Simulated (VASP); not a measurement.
Data:

```xyz
2
Lattice="0.0000 2.7909 2.7909 2.7909 0.0000 2.7909 2.7909 2.7909 0.0000" Properties=species:S:1:pos:R:3 pbc="T T T"
Na     0.0000     0.0000     0.0000
Cl     2.7409     2.7909     2.7909
```

Computed with r2SCAN meta-GGA, VASP's PBE PAW potentials (set 64) (plane waves; VASP 6.6.1). Run with 480 eV cut-off, 8×8×8 Γ-centred mesh, Gaussian smearing of 0.050 eV, potentials Na_pv Cl.

Q: Which forces act on the atoms, in eV/Å?

A: 
| atom | Fx | Fy | Fz |
|---|---|---|---|
| Na1 | -0.081 | 0.000 | 0.000 |
| Cl2 | 0.081 | 0.000 | 0.000 |

Q: Give the stress tensor in GPa (positive for a compressed cell).

A: 
```
0.23  0.00  0.00
0.00  0.11  0.00
0.00  0.00  0.11
```
The pressure is its mean diagonal, 0.15 GPa.

The compound is NaCl in the rock salt structure. This cell was strained or had an atom moved on purpose.
